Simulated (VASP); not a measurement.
# Ba2BiSb2: Sb into a neighbouring Sb vacancy, part 4 of 4

Wanted: the minimum-energy path in Ba2BiSb2 for this move: Sb into a neighbouring Sb vacancy. The start is a cell from a database of measured crystal structures.

VASP 6.6.1; LDA; plane waves and PAW (Bi, Ba_sv, Sb).

So far. Step 3 (Relax the start): The run ended after 10 ionic steps, 0.057 eV below its first step, once the forces on the free atoms met EDIFFG = -0.05. Step 4 (Relax the end): The run ended after 10 ionic steps, 0.057 eV below its first step, once the forces on the free atoms met EDIFFG = -0.05.

### 5. Nudged elastic band

Images on a straight line between the ends relax across the path, while springs keep them spaced along it.

Contents of INCAR:

```
SYSTEM = Ba8Bi4Sb7
PREC = Normal
ENCUT = 280
EDIFF = 1E-05
NELM = 120
ISMEAR = 1
SIGMA = 0.15
LREAL = Auto
ALGO = Fast
GGA = CA
NBANDS = 86
LWAVE = .FALSE.
LCHARG = .FALSE.
LASPH = .TRUE.
IMAGES = 3
SPRING = -5
IBRION = 3
POTIM = 0.15
NSW = 60
EDIFFG = -0.05
ISYM = 0
ISIF = 0
SMASS = 1
```

Contents of POSCAR:

```
Ba8Bi4Sb7
1.0
    0.0000000000      0.0000000000      9.8907943628
    4.7160678658     -7.4546261792      0.0000000000
    4.7160678658      7.4546261792     -9.8907943628
Bi Ba Sb
4 8 7
Direct
    0.9989670754      0.9962588875      0.9984990274
    0.9963223632      0.0048534564      0.4958189852
    0.5005086687      0.4991251545      0.0003279579
    0.5020042588      0.5067616353      0.5022667197
    0.5321610375      0.2506587591      0.2501315828
    0.5358799512      0.2507318815      0.7558161349
    0.0286909452      0.7435606419      0.2479434828
    0.0278164777      0.7507432495      0.7503311227
    0.4693907278      0.7437813517      0.2487201466
    0.4719950059      0.7493888808      0.7492974166
    0.9677386369      0.2494657296      0.2491477861
    0.9760953482      0.2508812180      0.7560664741
    0.3987179520      0.1012861516      0.8987480519
    0.9000658371      0.6019840137      0.3993382046
    0.8973902691      0.6013699896      0.8967616204
    0.5992348644      0.8970086266      0.0994050630
    0.5879315448      0.9095569140      0.5886554182
    0.1069074784      0.3915962277      0.1065039331
    0.1017951543      0.4005105718      0.6020532805
```

Contents of KPOINTS:

```
Automatic mesh
0
Gamma
3 3 3
0 0 0
```

Contents of 00/POSCAR:

```
Ba8Bi4Sb7
1.0
    0.0000000000      0.0000000000      9.8907943628
    4.7160678658     -7.4546261792      0.0000000000
    4.7160678658      7.4546261792     -9.8907943628
Bi Ba Sb
4 8 7
Direct
    0.9989670754      0.9962588875      0.9984990274
    0.9963223632      0.0048534564      0.4958189852
    0.5005086687      0.4991251545      0.0003279579
    0.5020042588      0.5067616353      0.5022667197
    0.5321610375      0.2506587591      0.2501315828
    0.5358799512      0.2507318815      0.7558161349
    0.0286909452      0.7435606419      0.2479434828
    0.0278164777      0.7507432495      0.7503311227
    0.4693907278      0.7437813517      0.2487201466
    0.4719950059      0.7493888808      0.7492974166
    0.9677386369      0.2494657296      0.2491477861
    0.9760953482      0.2508812180      0.7560664741
    0.3987179520      0.1012861516      0.8987480519
    0.9000658371      0.6019840137      0.3993382046
    0.8973902691      0.6013699896      0.8967616204
    0.5992348644      0.8970086266      0.0994050630
    0.5879315448      0.9095569140      0.5886554182
    0.1069074784      0.3915962277      0.1065039331
    0.1017951543      0.4005105718      0.6020532805
```

Contents of 01/POSCAR:

```
Ba8Bi4Sb7
1.0
    0.0000000000      0.0000000000      9.8907943628
    4.7160678658     -7.4546261792      0.0000000000
    4.7160678658      7.4546261792     -9.8907943628
Bi Ba Sb
4 8 7
Direct
    0.9987495560      0.9980013677      0.9987068468
    0.9982954084      0.0027602574      0.4980703549
    0.5002090644      0.4997524742      0.0003111421
    0.5009737837      0.5036705464      0.5013603416
    0.5308902598      0.2505688402      0.2500105023
    0.5348538452      0.2520098370      0.7549773718
    0.0276441154      0.7450941044      0.2473190850
    0.0287980478      0.7504728449      0.7504485085
    0.4681778231      0.7450976060      0.2478224665
    0.4707234945      0.7493450295      0.7495844854
    0.9686034650      0.2496588723      0.2493418935
    0.9748943614      0.2521095134      0.7551892065
    0.3989089483      0.1016207516      0.8990582749
    0.8996324583      0.6016048856      0.3992063024
    0.8962484855      0.6032141043      0.8960770319
    0.5995157161      0.8976824917      0.0999577592
    0.5427916346      0.9554261734      0.5435903132
    0.1058620054      0.3933193202      0.1056540587
    0.1014597014      0.4000206537      0.6020424907
```

Contents of 02/POSCAR:

```
Ba8Bi4Sb7
1.0
    0.0000000000      0.0000000000      9.8907943628
    4.7160678658     -7.4546261792      0.0000000000
    4.7160678658      7.4546261792     -9.8907943628
Bi Ba Sb
4 8 7
Direct
    0.9985320367      0.9997438478      0.9989146662
    1.0002684536      0.0006670584      0.5003217246
    0.4999094600      0.5003797938      0.0002943263
    0.4999433086      0.5005794576      0.5004539636
    0.5296194822      0.2504789212      0.2498894218
    0.5338277391      0.2532877925      0.7541386087
    0.0265972856      0.7466275669      0.2466946872
    0.0297796180      0.7502024403      0.7505658942
    0.4669649184      0.7464138603      0.2469247864
    0.4694519830      0.7493011782      0.7498715541
    0.9694682932      0.2498520150      0.2495360008
    0.9736933746      0.2533378088      0.7543119389
    0.3990999445      0.1019553516      0.8993684979
    0.8991990796      0.6012257576      0.3990744002
    0.8951067019      0.6050582190      0.8953924434
    0.5997965677      0.8983563568      0.1005104553
    0.4976517245      1.0012954328      0.4985252082
    0.1048165325      0.3950424128      0.1048041842
    0.1011242484      0.3995307355      0.6020317010
```

Contents of 03/POSCAR:

```
Ba8Bi4Sb7
1.0
    0.0000000000      0.0000000000      9.8907943628
    4.7160678658     -7.4546261792      0.0000000000
    4.7160678658      7.4546261792     -9.8907943628
Bi Ba Sb
4 8 7
Direct
    0.9983145174      1.0014863280      0.9991224856
    1.0022414988     -0.0014261406      0.5025730944
    0.4996098557      0.5010071134      0.0002775105
    0.4989128335      0.4974883687      0.4995475856
    0.5283487045      0.2503890022      0.2497683412
    0.5328016330      0.2545657480      0.7532998457
    0.0255504559      0.7481610294      0.2460702894
    0.0307611882      0.7499320357      0.7506832800
    0.4657520137      0.7477301146      0.2460271062
    0.4681804716      0.7492573268      0.7501586228
    0.9703331213      0.2500451578      0.2497301082
    0.9724923878      0.2545661043      0.7534346713
    0.3992909408      0.1022899516      0.8996787209
    0.8987657008      0.6008466295      0.3989424981
    0.8939649183      0.6069023338      0.8947078548
    0.6000774194      0.8990302219      0.1010631514
    0.4525118144      1.0471646921      0.4534601032
    0.1037710596      0.3967655053      0.1039543098
    0.1007887955      0.3990408174      0.6020209112
```

Contents of 04/POSCAR:

```
Ba8Bi4Sb7
1.0
    0.0000000000      0.0000000000      9.8907943628
    4.7160678658     -7.4546261792      0.0000000000
    4.7160678658      7.4546261792     -9.8907943628
Bi Ba Sb
4 8 7
Direct
    0.9980969980      1.0032288082      0.9993303050
    1.0042145440     -0.0035193396      0.5048244641
    0.4993102514      0.5016344331      0.0002606947
    0.4978823584      0.4943972798      0.4986412075
    0.5270779268      0.2502990833      0.2496472607
    0.5317755270      0.2558437035      0.7524610826
    0.0245036261      0.7496944919      0.2454458916
    0.0317427583      0.7496616311      0.7508006658
    0.4645391090      0.7490463689      0.2451294261
    0.4669089602      0.7492134755      0.7504456916
    0.9711979494      0.2502383005      0.2499242156
    0.9712914010      0.2557943997      0.7525574037
    0.3994819371      0.1026245516      0.8999889439
    0.8983323220      0.6004675014      0.3988105959
    0.8928231347      0.6087464485      0.8940232663
    0.6003582711      0.8997040870      0.1016158476
    0.4073719042      1.0930339515      0.4083949982
    0.1027255866      0.3984885978      0.1031044353
    0.1004533426      0.3985508993      0.6020101215
```

PAW data sets: Bi, Ba_sv and Sb (LDA family, release 64).

The run is started by

```console
> mpirun -np 3 vasp_std
```

The log of the run:

```text
[banner, memory and clock lines left out]
running    3 mpi-ranks, on    1 nodes
 each image running on    1 cores
[...]
01/POSCAR found :  3 types and      19 ions
 LDA part: xc-table for (Slater(with rela. corr.)+CA(PZ))
 , standard interpolation
[...]
00/POSCAR found :  3 types and      19 ions
[...]
04/POSCAR found :  3 types and      19 ions
 POSCAR, INCAR and KPOINTS ok, starting setup
[...]
entering main loop
       N       E                     dE             d eps       ncg     rms          rms(c)
DAV:   1     0.744680321299E+03    0.74468E+03   -0.36892E+04  2416   0.796E+02
DAV:   2    -0.584414196596E+01   -0.75052E+03   -0.73122E+03  3022   0.208E+02
DAV:   3    -0.837446912158E+02   -0.77901E+02   -0.77077E+02  3088   0.692E+01
DAV:   4    -0.870249234383E+02   -0.32802E+01   -0.32716E+01  3608   0.137E+01
[...]
RMM:   9    -0.859370118892E+02   -0.32007E-02   -0.71264E-02  3846   0.480E-01    0.388E-01
RMM:  10    -0.859369860931E+02    0.25796E-04   -0.12906E-02  3685   0.192E-01    0.215E-01
RMM:  11    -0.859371555824E+02   -0.16949E-03   -0.51152E-03  3450   0.128E-01    0.395E-02
WARNING in EDDRMM: call to ZHEGV failed, returncode =   6  3     62
RMM:  12    -0.859372145149E+02   -0.58932E-04   -0.20687E-03  3786   0.752E-02    0.302E-02
WARNING in EDDRMM: call to ZHEGV failed, returncode =   6  3     62
RMM:  13    -0.859372730474E+02   -0.58532E-04   -0.76184E-04  3490   0.459E-02    0.167E-02
RMM:  14    -0.859373042115E+02   -0.31164E-04   -0.33122E-04  2983   0.278E-02    0.109E-02
WARNING in EDDRMM: call to ZHEGV failed, returncode =   6  3     59
RMM:  15    -0.859373120548E+02   -0.78433E-05   -0.11929E-04  2816   0.189E-02    0.293E-03
WARNING in EDDRMM: call to ZHEGV failed, returncode =   6  3     39
RMM:  16    -0.859373173423E+02   -0.52874E-05   -0.59728E-05  2341   0.122E-02
   1 F= -.85937317E+02 E0= -.85937086E+02  d E =-.859373E+02
[... from here on, the cycles between the ionic steps are left out ...]
   2 F= -.85945932E+02 E0= -.85945638E+02  d E =-.861425E-02
[...]
WARNING in EDDRMM: call to ZHEGV failed, returncode =   6  3     59
WARNING in EDDRMM: call to ZHEGV failed, returncode =   6  3     55
[...]
WARNING in EDDRMM: call to ZHEGV failed, returncode =   6  3     58
   6 F= -.85982644E+02 E0= -.85982116E+02  d E =-.773490E-02
  11 F= -.86010867E+02 E0= -.86010334E+02  d E =-.465498E-02
  16 F= -.86029700E+02 E0= -.86029214E+02  d E =-.330354E-02
  21 F= -.86043685E+02 E0= -.86043213E+02  d E =-.248551E-02
  26 F= -.86054464E+02 E0= -.86053998E+02  d E =-.192584E-02
  31 F= -.86062743E+02 E0= -.86062290E+02  d E =-.147005E-02
  36 F= -.86069070E+02 E0= -.86068642E+02  d E =-.114324E-02
  41 F= -.86074041E+02 E0= -.86073639E+02  d E =-.922190E-03
  46 F= -.86077966E+02 E0= -.86077583E+02  d E =-.691639E-03
  51 F= -.86080835E+02 E0= -.86080454E+02  d E =-.513693E-03
  56 F= -.86083054E+02 E0= -.86082655E+02  d E =-.400831E-03
  59 F= -.86084190E+02 E0= -.86083789E+02  d E =-.371545E-03
  60 F= -.86084549E+02 E0= -.86084149E+02  d E =-.358795E-03
damped:  g(F)=  0.454E-03 g(S)=  0.000E+00 dE (1.order)=-0.918E-03
```

Elapsed: 37 min, on 3 MPI ranks of Intel Xeon 6975P-C (Granite Rapids), shared host; peak memory 1 GiB.

From OUTCAR (step 5):

```text
  tangential force (eV/A)        -0.299187
  left and right image   0.758717  0.759174 A

  tangential force (eV/A)        -0.298263
  left and right image   0.759829  0.760259 A

 k-point     1 :       0.0000    0.0000    0.0000
  band No.  band energies     occupation
    ...
     64       3.5367      2.00000
     65       3.5790      2.00000
     66       3.8398      2.00020
     67       3.9434      2.00553
     68       4.2087      1.76747
     69       4.4407     -0.05439
     70       4.5964     -0.01314
     71       4.7720     -0.00005
     72       5.0651     -0.00000
     73       5.0826     -0.00000
    ...

 POSITION                                       TOTAL-FORCE (eV/Angst)
 -----------------------------------------------------------------------------------
      9.41979     -0.04236     -0.00394        -0.002445     -0.014166      0.001095
      2.35919      3.66633      4.94253         0.001107     -0.040022      0.000837
      2.35888     -3.71996      4.94265        -0.001266     -0.010530     -0.000558
      4.73052     -0.04707     -0.00203         0.005932     -0.014853     -0.000634
      2.35888      0.09477      2.71842        -0.000626     -0.026945      0.020077
      4.82158      3.70359     -2.17171        -0.013107     -0.011968      0.005236
      4.61396     -3.75229     -2.17290         0.008649     -0.010573      0.005104
      7.07538     -0.21058     -7.21293         0.000881     -0.014070      0.008716
      4.61384     -3.75130      2.16461         0.008364     -0.012667     -0.004714
      7.07485     -0.20881     -2.68363        -0.002796     -0.015543     -0.010266
      2.36048      0.09711      7.16710        -0.001212     -0.028139     -0.021464
      4.82034      3.70462      2.16724        -0.011764     -0.011628     -0.005825
      4.77849      5.94722     -4.94319        -0.005614     -0.015210      0.001144
      4.65674     -1.51389      4.93881        -0.001486     -0.019234     -0.001724
[...]
-----------------------------------------------------------------------------------
    total drift:                               -0.008670      0.023647     -0.000453

  FREE ENERGIE OF THE ION-ELECTRON SYSTEM (eV)
  ---------------------------------------------------
  free  energy   TOTEN  =       -86.0845490926 eV

  energy  without entropy=      -86.0833485120  energy(sigma->0) =      -86.08414890

  tangential force (eV/A)        -0.298977
  left and right image   0.760928  0.761334 A

[... 5 parts as in an earlier step ...]

[... 10 further parts left out ...]
[key lines of the parts left out:]
E-fermi :   4.2875
```

The band used up its steps before its forces met the threshold, so no barrier is taken from it.

### 6. Outcome

- result: none

In words: The session ends without its result: «nudged elastic band» used up its steps.

[Lines on the potential files, build, host, timing and source positions are cut from VASP's logs without a mark.]

[Logs are printed without paths, hosts, clocks, repeated set-up lines and the standing remarks that a program may print on its own settings, such as how far it seeks lower states.]

[Hosts, paths, dates, database ids (printed as entryN), source tags and the programs' standing remarks are cut or masked in the printed files.]

[Runs that stopped without an error message from VASP are left out.]
